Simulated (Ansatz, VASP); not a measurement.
# NiP3 (NiP3 (Im-3)): VASP beside Ansatz, part 2 of 2

Wanted: the spread between two codes on one cell, functional and k mesh. The cell is taken from a series of runs on this material, whose earlier steps may have relaxed, scaled, displaced or heated it; both programs get it as it stands.

VASP 6.6.1 and Ansatz 0.2.0.

So far: Set-up; VASP: relaxation of cell and atoms, r2SCAN.

### Step 3. Ansatz: relaxation of cell and atoms, r2SCAN

Level of this step: Ansatz beside VASP: Kohn-Sham DFT, plane waves, r2SCAN (Ansatz).

Ansatz runs on its default PAW (the set named soft_2) files.

The same cell, functional, mesh and smearing now go to Ansatz.

Contents of input.yaml:

```yaml
crystal:
  lattice:
    - [-3.8942849, 3.8942849, 3.8942849]
    - [3.8942849, -3.8942849, 3.8942849]
    - [3.8942849, 3.8942849, -3.8942849]
  atoms:
    - { symbol: Ni, position: [0.5, 0.0, 0.0] }
    - { symbol: Ni, position: [0.5, 0.5, 0.5] }
    - { symbol: Ni, position: [0.0, 0.5, 0.0] }
    - { symbol: Ni, position: [0.0, 0.0, 0.5] }
    - { symbol: P, position: [0.14219964, 0.78597245, 0.64377281] }
    - { symbol: P, position: [0.14219964, 0.49842682, 0.35622719] }
    - { symbol: P, position: [0.85780036, 0.50157318, 0.64377281] }
    - { symbol: P, position: [0.35622719, 0.14219964, 0.49842682] }
    - { symbol: P, position: [0.85780036, 0.21402755, 0.35622719] }
    - { symbol: P, position: [0.64377281, 0.14219964, 0.78597245] }
    - { symbol: P, position: [0.50157318, 0.64377281, 0.85780036] }
    - { symbol: P, position: [0.64377281, 0.85780036, 0.50157318] }
    - { symbol: P, position: [0.49842682, 0.35622719, 0.14219964] }
    - { symbol: P, position: [0.35622719, 0.85780036, 0.21402755] }
    - { symbol: P, position: [0.21402755, 0.35622719, 0.85780036] }
    - { symbol: P, position: [0.78597245, 0.64377281, 0.14219964] }
basis:
  ecutwfc: 500
  xc_grid: 2
hamiltonian:
  xc: r2scan
kpoints:
  mp_grid: { grid: [7, 7, 7] }
scf:
  occupations: { method: fermi_dirac, width: 0.05 }
  max_iter: 150
output:
  forces: true
  stress: true
relax:
  f_tol: 0.01
  max_steps: 60
  cell: {}
checkpoint:
  write: "../r2scan.run"
  compress: false
  write_wavefunctions: false
  write_every: 100000
```

On the command line:

```
ansatz run input.yaml --threads 1 --pin off --max-ram 2355MiB --backend cpu --events-out ev --progress --plain --runs-dir out
```

Numbers of over 12 decimals in the logs are rounded to 6 here.

The log of the run:

```text
Engine: ansatz 0.2.0, x86_64-unknown-linux-gnu
Pseudopotentials: kind: paw
Pseudopotential: Ni, paw, valence charge 18, recommended cutoff 500 eV (meta_gga), Ni.paw.azcp
Pseudopotential: P, paw, valence charge 5, recommended cutoff 500 eV (meta_gga), P.paw.azcp
Functional definition: r2SCAN
  parameter k0 = 0.174
  parameter k1 = 0.065
  parameter a1 = 4.9479
  exchange = r2scan_x(k0 = k0, k1 = k1, a1 = a1)
  correlation = r2scan_c
Crystal: 16 atoms, lattice volume = 236.234 Å³
Basis set: ecut = 500 eV, 5979 PW (Γ), exchange–correlation on 100×100×100 points (8 copies of the dense FFT grid, shifted against one another)
Bands: 82, of which v1, the nominal top of the filled ones, is band 66 counted from 1 (65 counted from 0)
Symmetry: 24 space group operations
Space group: Im-3 (ITA 204), of the structure as read, at distance tolerance 6.2e-5 Å
k-points: 24 of 343
Non-local potential: Ni, projectors of the file, l = 0: 3, l = 1: 2, l = 2: 3, l = 3: 1
Non-local potential: P, projectors of the file, l = 0: 2, l = 1: 2, l = 2: 2
PAW form: soft (Blöchl's): semilocal exchange-correlation on the pseudo side does not see the compensation charge
PAW frozen core: Ni, regenerated for the run's functional (the file was generated under x = pbe(κ = 0.804, μ = 0.219515), c = pbe(β = 0.066725))
PAW frozen core: P, regenerated for the run's functional (the file was generated under x = pbe(κ = 0.804, μ = 0.219515), c = pbe(β = 0.066725))
PAW one-centre angular grid: Ni, 590 points (default); XC on 160 Gauss nodes
PAW one-centre angular grid: P, 302 points (default); XC on 160 Gauss nodes
Initial density: superposition of atomic densities (neutral atoms: chi_scale 0, normalization atom), corrected by the library's trained network
Initial wavefunctions: pseudopotential atomic-orbital guess
Functional: x = r2scan, c = r2scan; τ floored in thin density (d = 2e-4 eV/Å³)
SCF iter   1: F=—  HF=-32496.172011 eV  |F-HF|=—  |Δ(HF+E_count)|=         —  Δρ=2.14e-2  dr2=9.61e-1  dr2_τ=2.72e-1  ethr=1.77e-3  ⟨swp⟩=8.5  Hψ=9393  notcnv=0  defer=28
preconditioner: auto → LDOS  [metal: Δε(μ)=0.020 eV  Ē_g=8.494 eV  σ=0.050 eV  W_gap=0.10  n_scr=54 (ndim 8)  ℏωp=24.2 eV  f_vac=0.032  D(μ)=7.05/eV (n_scr^D=54)  β→1.0]
SCF iter   2: F=—  HF=-32496.495139 eV  |F-HF|=—  |Δ(HF+E_count)|=   3.23e-1  Δρ=5.55e-3  dr2=6.41e-2  dr2_τ=1.95e-3  ethr=7.28e-4  ⟨swp⟩=2.8  Hψ=3620  notcnv=0  defer=137
SCF iter   3: F=—  HF=-32496.504309 eV  |F-HF|=—  |Δ(HF+E_count)|=   9.17e-3  Δρ=4.87e-3  dr2=4.01e-2  dr2_τ=2.12e-4  ethr=4.86e-5  ⟨swp⟩=2.0  Hψ=3001  notcnv=0  defer=137
SCF iter   4: F=—  HF=-32496.501000 eV  |F-HF|=—  |Δ(HF+E_count)|=   3.31e-3  Δρ=2.11e-3  dr2=6.08e-3  dr2_τ=3.08e-5  ethr=3.04e-5  ⟨swp⟩=2.0  Hψ=2941  notcnv=0  defer=137
SCF iter   5: F=—  HF=-32496.499871 eV  |F-HF|=—  |Δ(HF+E_count)|=   1.13e-3  Δρ=2.34e-4  dr2=1.25e-4  dr2_τ=6.51e-6  ethr=4.61e-6  ⟨swp⟩=2.0  Hψ=3367  notcnv=0  defer=137
SCF iter   6: F=—  HF=-32496.499901 eV  |F-HF|=—  |Δ(HF+E_count)|=   3.00e-5  Δρ=1.15e-4  dr2=3.22e-5  dr2_τ=6.29e-7  ethr=9.48e-8  ⟨swp⟩=2.0  Hψ=3285  notcnv=0  defer=137
SCF iter   7: F=—  HF=-32496.499831 eV  |F-HF|=—  |Δ(HF+E_count)|=   6.95e-5  Δρ=7.16e-5  dr2=9.33e-6  dr2_τ=6.89e-8  ethr=2.44e-8  ⟨swp⟩=2.0  Hψ=2825  notcnv=0  defer=137
SCF iter   8: F=—  HF=-32496.499831 eV  |F-HF|=—  |Δ(HF+E_count)|=   2.44e-7  Δρ=8.15e-6  dr2=1.89e-7  dr2_τ=2.92e-9  ethr=7.07e-9  ⟨swp⟩=2.3  Hψ=2443  notcnv=0  defer=137
SCF iter   9: F=-32496.499831 eV  HF=-32496.499831 eV  |F-HF|=6.69e-9  |Δ(HF+E_count)|=   7.97e-8  Δρ=2.23e-6  dr2=6.92e-9  dr2_τ=2.34e-10  ethr=7.58e-11  ⟨swp⟩=5.0  Hψ=7121  notcnv=0
SCF 1 converged in 9 iterations: F = -32496.499831 eV  dr2 = 6.92e-9
  greatest PAW one-centre occupation: 1.000 electrons in one spin orbital (limit 2), on the Ni atom at site 2 (counted from 0), in its partial waves of l = 1
relax step   1: F+E_penalty+E_count = -32496.49983126 eV  Δ(F+E_penalty+E_count) = +0.000e0 eV  max|allowed force component| = 7.990e-2 eV/Å  Δτ_max = 0.0000 Å  P = +0.504 GPa  Ω = 236.234 Å³  (9 SCF iters, dr2 threshold 1.00e-7 eV, accepted)
[...]
relax step   2: F+E_penalty+E_count = -32496.50234921 eV  Δ(F+E_penalty+E_count) = -2.518e-3 eV  max|allowed force component| = 3.497e-2 eV/Å  Δτ_max = 0.0021 Å  P = +0.196 GPa  Ω = 236.667 Å³  energy of the carried Pulay correction = -1.639e-4 eV  (5 SCF iters, dr2 threshold 6.36e-7 eV, accepted)
[...]
relax step   3: F+E_penalty+E_count = -32496.50292227 eV  Δ(F+E_penalty+E_count) = -5.731e-4 eV  max|allowed force component| = 3.130e-3 eV/Å  Δτ_max = 0.0018 Å  P = -0.019 GPa  Ω = 236.954 Å³  energy of the carried Pulay correction = -2.724e-4 eV  (7 SCF iters, dr2 threshold 9.56e-8 eV, accepted)
[...]
relax step   4: F+E_penalty+E_count = -32496.50321409 eV  Δ(F+E_penalty+E_count) = -2.918e-4 eV  max|allowed force component| = 3.134e-3 eV/Å  Δτ_max = 0.0000 Å  P = -0.018 GPa  Ω = 236.954 Å³  stress off target by 1.77e-2 GPa  SCF on the basis re-selected at this cell (its energy is not comparable with the rows above)  (6 SCF iters)
basis re-selected at this cell: Δ(F+E_penalty+E_count) = -2.918e-4 eV, ΔP = +0.001 GPa vs the last step (what re-selecting the basis moved, of the pressure what is left beyond the Pulay correction that the steps carried, after the strain that the cell walked since its last selection, with what the two solves' SCF thresholds leave and, on support functions, any second-order correction that the steps lacked; it is no m [...]
SCF converged after 6 iterations
Free energy (F): -32496.503214 eV
Harris-Foulkes:  -32496.503214 eV  (|F-HF|=7.64e-11)
Internal energy: -32496.443131 eV  (E = F + TS)
E sigma→0 (E₀):  -32496.473172 eV
Entropy (-TS):   -0.060084 eV (-3.755 meV/atom)
Fermi energy:    11.326005 eV
--- Per-component energies (eV) ---
  E_band       = -1567.875573
  E_kinetic    = 1992.081166
  E_local      = -21434.731796  (includes V_loc(G=0)·N_el)
  E_nonlocal   = 2935.433661
  E_hartree    = 9224.289193
  E_xc         = -1028.889626
  E_vxc        = -1270.997912  (∫ρ·V_xc dr)
  E_paw        = -13471.622209  (= ΣΔE_a)
  E_vpaw       = -2310.809547  (= ΣTr[D̂ρ^β])
  E_aug_tail   = 0.000925  (compensation charges beyond the density's cutoff)
  E_vtau       = 72.570738  (kinetic-family band-sum trace: ∫τ·v_τ [+ j·A + Jᵃ·Aᵃ] dr)
  E_ewald      = -10710.714063
  E_core_change = -2.290380  (= ΣΔE_core)
  E_smearing   = -0.060084  (= −TS)
  E_closure    = -0.000000  (closes the sum)
  Σ components = -32496.503214   (vs F -32496.503214, Δ=0.00e0)
--- Forces (eV/Å), atoms counted from 1 ---
  atom   1  Ni    -0.00000000     0.00000000    -0.00000000
  atom   2  Ni    -0.00000000    -0.00000000    -0.00000000
  atom   3  Ni     0.00000000    -0.00000000     0.00000000
  atom   4  Ni    -0.00000000    -0.00000000     0.00000000
  atom   5  P      0.00211573     0.00000000     0.00313384
  atom   6  P     -0.00211573     0.00000000     0.00313384
  atom   7  P      0.00211573     0.00000000    -0.00313384
  atom   8  P      0.00313384    -0.00211573     0.00000000
  atom   9  P     -0.00211573     0.00000000    -0.00313384
  atom  10  P      0.00313384     0.00211573    -0.00000000
  atom  11  P     -0.00000000    -0.00313384     0.00211573
  atom  12  P     -0.00313384     0.00211573    -0.00000000
  atom  13  P      0.00000000     0.00313384    -0.00211573
  atom  14  P     -0.00313384    -0.00211573     0.00000000
  atom  15  P     -0.00000000    -0.00313384    -0.00211573
  atom  16  P      0.00000000     0.00313384     0.00211573
  max |Σ_I F_I| component: 2.99e-17 eV/Å
--- Stress (GPa, compression-positive) ---
       -0.017685      -0.000000       0.000000
       -0.000000      -0.017685       0.000000
       -0.000000      -0.000000      -0.017685
  P = ⅓ Tr σ = -0.0177 GPa (-0.177 kbar)
--- Relaxed structure (3 steps of the walk, 3 accepted, 1 SCFs on fresh bases) ---
  F+E_penalty+E_count = -32496.50321409 eV   max|allowed force component| = 3.134e-3 eV/Å   (the final SCF, on the basis selected at the relaxed cell)
  cell:  # Å, volume = 236.9545 Å³
    - [-3.898238, 3.898238, 3.898238]
    - [3.898238, -3.898238, 3.898238]
    - [3.898238, 3.898238, -3.898238]
  atoms:
    - { symbol: Ni, position: [0.5, 0.0, 0.0] }
    - { symbol: Ni, position: [0.5, 0.5, 0.5] }
    - { symbol: Ni, position: [0.0, 0.5, 0.0] }
    - { symbol: Ni, position: [0.0, 0.0, 0.5] }
    - { symbol: P, position: [0.142479, 0.786654, 0.644175] }
    - { symbol: P, position: [0.142479, 0.498304, 0.355825] }
    - { symbol: P, position: [0.857521, 0.501696, 0.644175] }
    - { symbol: P, position: [0.355825, 0.142479, 0.498304] }
    - { symbol: P, position: [0.857521, 0.213346, 0.355825] }
    - { symbol: P, position: [0.644175, 0.142479, 0.786654] }
    - { symbol: P, position: [0.501696, 0.644175, 0.857521] }
    - { symbol: P, position: [0.644175, 0.857521, 0.501696] }
    - { symbol: P, position: [0.498304, 0.355825, 0.142479] }
    - { symbol: P, position: [0.355825, 0.857521, 0.213346] }
    - { symbol: P, position: [0.213346, 0.355825, 0.857521] }
    - { symbol: P, position: [0.786654, 0.644175, 0.142479] }
```

In the SCF lines HF is the Harris–Foulkes energy and dr2 the Hartree energy of the density residual, in eV; the loop may stop once dr2 is under the threshold and the program's other checks hold. Hψ counts applications of the Hamiltonian.

### Step 4. Side by side

Known differences besides the potentials themselves: VASP keeps PBE cores, Ansatz makes them for the functional; the data sets hold 132 valence electrons in Ansatz (on its default PAW (the set named soft_2) files) and 100 in VASP; the cutoff is 500 eV in Ansatz and 660 eV in VASP; Ansatz adds a Pulay correction to the stress that steers its cell, VASP none. Total energies have different zeros and are not compared.

Compared:

| quantity | Ansatz | VASP | difference |
| --- | --- | --- | --- |
| volume (Å³) | 236.95 | 236.29 | +0.28 % |
| edge a after relaxation, in the typed setting (Å) | 6.752 | 6.746 | +0.09 % |

### Step 5. Summary of results

```
difference in volume (relaxation of cell and atoms, r2SCAN) : 0.28 %
```

The difference in volume is 0.28 % (relaxation of cell and atoms, r2SCAN), within the 1.2 % picked in this series as the mark of a large difference, as far as the stopping tolerances let one tell. The data sets hold unlike numbers of valence electrons (132 in Ansatz and 100 in VASP), so part of the differences comes from the potentials. How closely two codes agree says nothing of how well the functional describes the real material.

[Lines on the potential files, build, host, timing and source positions are cut from VASP's logs without a mark.]

[Logs are printed without paths, hosts, clocks, repeated set-up lines and the standing remarks that a program may print on its own settings, such as how far it seeks lower states.]

[Hosts, paths, dates, database ids (printed as entryN), source tags and the programs' standing remarks are cut or masked in the printed files.]
